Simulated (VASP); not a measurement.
Calculation: PBE GGA with D3 dispersion (Becke-Johnson damping), VASP's PBE PAW potentials (set 64) (plane waves; VASP).

A VASP calculation is set up with these files.

POSCAR:
```
Fe
1
   -1.4020750927     1.4020750927     1.4020750927
    1.4020750927    -1.4020750927     1.4020750927
    1.4020750927     1.4020750927    -1.4020750927
Fe
1
Direct
  0.0000000000   0.0000000000   0.0000000000
```

**INCAR**
```
SYSTEM = Fe
PREC = Accurate
ENCUT = 520
EDIFF = 1E-6
NELM = 100
ALGO = Normal
LREAL = .FALSE.
LASPH = .TRUE.
ISMEAR = 1
SIGMA = 0.1
GGA = PE
IVDW = 12
LMAXMIX = 4
ISPIN = 2
MAGMOM = 2.1
LORBIT = 10
LWAVE = .FALSE.
LCHARG = .FALSE.
IBRION = 2
ISIF = 3
NSW = 60
EDIFFG = -0.01
```

KPOINTS:
```
Automatic mesh
0
Gamma
16 16 16
0 0 0
```

POTCAR, in this order: Fe (PBE.64 set). Program: vasp_std.

Output

### OSZICAR
```
       N       E                     dE             d eps       ncg     rms          rms(c)
DAV:   1     0.157649914682E+02    0.15765E+02   -0.41607E+03  5492   0.109E+03
DAV:   2    -0.895194922606E+01   -0.24717E+02   -0.23295E+02  5238   0.129E+02
DAV:   3    -0.927576832561E+01   -0.32382E+00   -0.32312E+00  5869   0.204E+01
DAV:   4    -0.927730040714E+01   -0.15321E-02   -0.15319E-02  5688   0.130E+00
DAV:   5    -0.927731444363E+01   -0.14036E-04   -0.14035E-04  5660   0.111E-01    0.117E+01
DAV:   6    -0.830613791826E+01    0.97118E+00   -0.12561E+01  5518   0.575E+01    0.525E+00
DAV:   7    -0.824860980068E+01    0.57528E-01   -0.70881E-01  5511   0.133E+01    0.322E+00
DAV:   8    -0.824177306543E+01    0.68367E-02   -0.73312E-03  6450   0.734E-01    0.147E+00
DAV:   9    -0.823454925321E+01    0.72238E-02   -0.66755E-03  6600   0.651E-01    0.359E-01
DAV:  10    -0.823455304671E+01   -0.37935E-05   -0.70250E-04  5766   0.299E-01    0.120E-01
DAV:  11    -0.823456796309E+01   -0.14916E-04   -0.16520E-04  5551   0.165E-01    0.405E-02
DAV:  12    -0.823456848524E+01   -0.52216E-06   -0.44015E-06  5408   0.332E-02
   1 F= -.86033488E+01 E0= -.86032805E+01  d E =-.860335E+01  mag=     2.1249
       N       E                     dE             d eps       ncg     rms          rms(c)
DAV:   1    -0.823405989911E+01    0.50806E-03   -0.14300E-02  5432   0.213E+00    0.244E-01
DAV:   2    -0.823348317713E+01    0.57672E-03   -0.61543E-03  5488   0.118E+00    0.203E-01
DAV:   3    -0.823344354785E+01    0.39629E-04   -0.28619E-04  5580   0.272E-01    0.797E-02
DAV:   4    -0.823343777671E+01    0.57711E-05   -0.39300E-06  5461   0.322E-02    0.159E-02
DAV:   5    -0.823343329309E+01    0.44836E-05   -0.79700E-06  5488   0.280E-02    0.266E-03
DAV:   6    -0.823343322430E+01    0.68787E-07   -0.11510E-07  2618   0.431E-03
   2 F= -.86033087E+01 E0= -.86032368E+01  d E =0.401384E-04  mag=     2.1187
       N       E                     dE             d eps       ncg     rms          rms(c)
DAV:   1    -0.823470319816E+01   -0.12699E-02   -0.86019E-03  5431   0.165E+00    0.190E-01
DAV:   2    -0.823435314716E+01    0.35005E-03   -0.37883E-03  5476   0.927E-01    0.160E-01
DAV:   3    -0.823432673543E+01    0.26412E-04   -0.18836E-04  5559   0.220E-01    0.622E-02
DAV:   4    -0.823432273854E+01    0.39969E-05   -0.25627E-06  4759   0.263E-02    0.127E-02
DAV:   5    -0.823431917713E+01    0.35614E-05   -0.48752E-06  5291   0.228E-02    0.207E-03
DAV:   6    -0.823431932679E+01   -0.14966E-06   -0.74886E-08  2616   0.344E-03
   3 F= -.86033490E+01 E0= -.86032797E+01  d E =-.126153E-06  mag=     2.1234
```

### OUTCAR
```
------------------------ aborting loop because EDIFF is reached ----------------------------------------
 Edisp (eV)   -0.36903
  FORCE on cell =-STRESS in cart. coord.  units (eV):
  Direction    XX          YY          ZZ          XY          YZ          ZX
  --------------------------------------------------------------------------------------
  Total       0.00654     0.00654     0.00654     0.00000     0.00000     0.00000
  in kB       0.95160     0.95160     0.95160     0.00000     0.00000     0.00000
  external pressure =        0.95 kB  Pullay stress =        0.00 kB
  volume of cell :       11.02
      direct lattice vectors                 reciprocal lattice vectors
    -1.401770426  1.401770426  1.401770426     0.000000000  0.356691788  0.356691788
     1.401770426 -1.401770426  1.401770426     0.356691788  0.000000000  0.356691788
     1.401770426  1.401770426 -1.401770426     0.356691788  0.356691788  0.000000000
 POSITION                                       TOTAL-FORCE (eV/Angst)
 -----------------------------------------------------------------------------------
      0.00000     -0.00000      0.00000        -0.000000     -0.000000      0.000000
 -----------------------------------------------------------------------------------
    total drift:                                0.000000     -0.000000      0.000000
  FREE ENERGIE OF THE ION-ELECTRON SYSTEM (eV)
  ---------------------------------------------------
  free  energy   TOTEN  =        -8.6033489760 eV

  energy  without entropy=       -8.6031410777  energy(sigma->0) =       -8.60327968

 total charge

# of ion       s       p       d       tot
------------------------------------------
    1        0.501   0.569   6.265   7.334

 magnetization (x)

# of ion       s       p       d       tot
------------------------------------------
    1       -0.013  -0.053   2.180   2.114

 reached required accuracy - stopping structural energy minimisation
```
(Selected blocks of OUTCAR.)

File CONTCAR:
```
Fe
   1.00000000000000
    -1.4017704255527021    1.4017704255527021    1.4017704255527021
     1.4017704255527021   -1.4017704255527021    1.4017704255527021
     1.4017704255527021    1.4017704255527021   -1.4017704255527021
  Fe
     1
Direct
     0.0000000000000000    0.0000000000000000    0.0000000000000000
```

The compound is Fe in the bcc structure. This run relaxes it. Symmetry was kept, so distortions that lower it aren't found. The start is the result of an earlier pass.
